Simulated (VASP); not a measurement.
## Sn: relaxation of cell and atoms with r2SCAN

Sn:

```xyz
2
Lattice="0.0000 3.2333 3.2333 3.2333 0.0000 3.2333 3.2333 3.2333 0.0000" Properties=species:S:1:pos:R:3 pbc="T T T"
Sn    0.0000    0.0000    0.0000
Sn    1.6167    1.6167    1.6167
```

This isn't the form of Sn at room conditions, which is tetragonal (white tin).

```
Program                : VASP 6.6.1
Task                   : relaxation of cell and atoms
Functional             : r2SCAN
Potentials or basis    : VASP PAW PBE potentials, release 64 (Sn_d)
Cutoff                 : 600 eV
k mesh                 : 8 × 8 × 8
Occupations            : gaussian, width 0.02 eV
Spin                   : no spin polarisation
Further INCAR settings : ALGO = Normal; EDIFF = 1e-07; IBRION = 2; EDIFFG = -0.004; NSW = 80; ISIF = 3
```

```yaml
Relaxed_volume: 35.38 Å³/atom
Relaxed_cell: a = 4.643 Å, b = 4.643 Å, c = 4.643 Å, α = 60.00°, β = 60.00°, γ = 60.00°
Space_group_after_relaxing_to_0.05_Å: Fd-3m (No. 227)
Energy_gained_by_relaxing: 10.5 meV/atom
Ionic_steps: 3
Pressure_after_relaxing: 0.0 GPa
Band_gap_on_the_k_mesh: none (metal or under the smearing width)
```

The path:
| step | energy change (eV) | largest force (eV/Å) | pressure (GPa) | volume (Å³) |
| --- | --- | --- | --- | --- |
| 1 | 0.0000 | 0.0000 | 2.20 | 67.61 |
| 2 | -0.0168 | 0.0000 | -0.86 | 72.26 |
| 3 | -0.0209 | 0.0000 | 0.00 | 70.77 |

Final structure:
```
Sn
1.0
     0.00000    3.28296    3.28296
     3.28296    0.00000    3.28296
     3.28296    3.28296    0.00000
Sn
2
Direct
  0.00000 0.00000 0.00000
  0.25000 0.25000 0.25000
```

Levels at points of the mesh, in eV from the Fermi level:
| k point | band 11 | band 12 | band 13 | band 14 | band 15 | band 16 | band 17 | band 18 |
| --- | --- | --- | --- | --- | --- | --- | --- | --- |
| (0.00, 0.00, 0.00) | -10.90 | -0.63 | -0.01 | -0.01 | -0.01 | 2.21 | 2.21 | 2.21 |
| (0.50, 0.00, 0.00) | -9.26 | -6.47 | -1.22 | -1.22 | 0.05 | 3.34 | 3.34 | 5.95 |
| (0.50, 0.50, 0.00) | -7.75 | -7.75 | -2.57 | -2.57 | 0.94 | 0.94 | 7.92 | 7.92 |

Wall time 6.8 min on 1 thread of AMD EPYC 9R45 (Zen 5), with other jobs on the host, peak memory 0.24 GiB.

Caveat: the PAW data sets were made with another functional, which shifts forces and pressure a little. Zero-point motion and thermal expansion aren't in these numbers.
